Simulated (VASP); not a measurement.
Input:

```yaml
crystal:
  lattice:
    - [3.58050, 0.00000, 0.00000]
    - [0.00000, 3.58050, 0.00000]
    - [0.00000, 0.00000, 3.58050]
  atoms:
    - { symbol: Ga, position: [0.00000, 0.00000, 0.00000] }
    - { symbol: Sb, position: [0.50000, 0.50000, 0.50000] }
```

Method: r2SCAN meta-GGA, VASP's PBE PAW potentials (set 64) (plane waves; VASP 6.6.1). Run with 400 eV cut-off, 11×11×11 Γ-centred mesh, tetrahedra with Blöchl corrections, potentials Ga_d Sb.

Unless said otherwise, spin-orbit coupling is left out, though it shifts the bands of the heavy elements here.

Estimate the energy per atom (σ→0), band gap (over mesh and band path) with the smallest direct gap where there is one.

```json
{
 "band gap (over mesh and band path)": "none (metal, semimetal or under 0.01 eV)",
 "energy per atom (σ→0)": "-18.304 eV/atom"
}
```

The absolute energy has meaning only against runs of the same code, potentials and settings.

The structure was generated: GaSb was put into the CsCl type (Pm-3m), which need not be its known phase. It was relaxed first, which changed the volume by +24 %.
